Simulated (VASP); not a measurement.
An input for Quantum ESPRESSO's pw.x (written as the equivalent of a VASP run, and not itself run):

```
&CONTROL
  calculation = 'relax'
  pseudo_dir = './pseudo'
  outdir = './out'
  tprnfor = .true.
  tstress = .true.
  nstep = 40
  forc_conv_thr = 0.00039
/
&SYSTEM
  ibrav = 0
  nat = 2
  ntyp = 2
  ecutwfc = 84
  occupations = 'smearing'
  smearing = 'gaussian'
  degauss = 0.003675
  input_dft = 'pbe'
/
&ELECTRONS
  conv_thr = 7.3e-08
  electron_maxstep = 100
/
&IONS
/
ATOMIC_SPECIES
  B 10.810 B.upf
  As 74.922 As.upf
CELL_PARAMETERS angstrom
     0.0000000    2.4378000    2.4378000
     2.4378000    0.0000000    2.4378000
     2.4378000    2.4378000    0.0000000
ATOMIC_POSITIONS crystal
  B   -0.0143572  0.0143572  0.0348675
  As   0.2500000  0.2500000  0.2500000
K_POINTS automatic
  7 7 7 0 0 0
```

**Question.** Translate this input to VASP (INCAR, KPOINTS, POSCAR, choice of POTCAR).

**Answer.** This is not unique; one that fits is 
**KPOINTS**
```
Automatic
0
Gamma
 7 7 7
0 0 0
```

### INCAR
```
! general
SYSTEM  = BAs
PREC    = Accurate
ENCUT   = 520
LREAL   = F   ! projection in real space or not
LASPH   = T   ! aspherical one-centre terms

! electronic loop
EDIFF   = 1E-6   ! SCF stop (eV)
NELM    = 100
ALGO    = Normal
LMAXMIX = 4   ! l cut-off of mixed one-centre charges

! smearing
ISMEAR  = 0
SIGMA   = 0.05

! functional
GGA     = PE

! ions
IBRION  = 2
NSW     = 40   ! most ionic steps
ISIF    = 2
EDIFFG  = -0.01   ! ionic stop

! output
LWAVE   = F
LCHARG  = F
```

POSCAR:
```
BAs
1.0
  0.0000000000   2.4378000000   2.4378000000
  2.4378000000   0.0000000000   2.4378000000
  2.4378000000   2.4378000000   0.0000000000
B As
1 1
Cart
  0.1200000000   0.0500000001   0.0000000000
  1.2189000000   1.2189000000   1.2189000000
```

POTCAR, in this order: B As (PBE.64 set). Program: vasp_std.

The two are equivalent in intent, not identical: the potentials are each code's own (VASP's PAW set, PseudoDojo norm-conserving files in pw.x), so ENCUT and ecutwfc are chosen apart and not converted; conv_thr bounds pw.x's estimated SCF error, while EDIFF bounds the energy change between steps; forc_conv_thr acts on force components and is met together with etot_conv_thr.

The compound is BAs in the zinc blende structure. In the starting cell atoms are displaced from their ideal sites. This run relaxes the ions in a fixed cell.
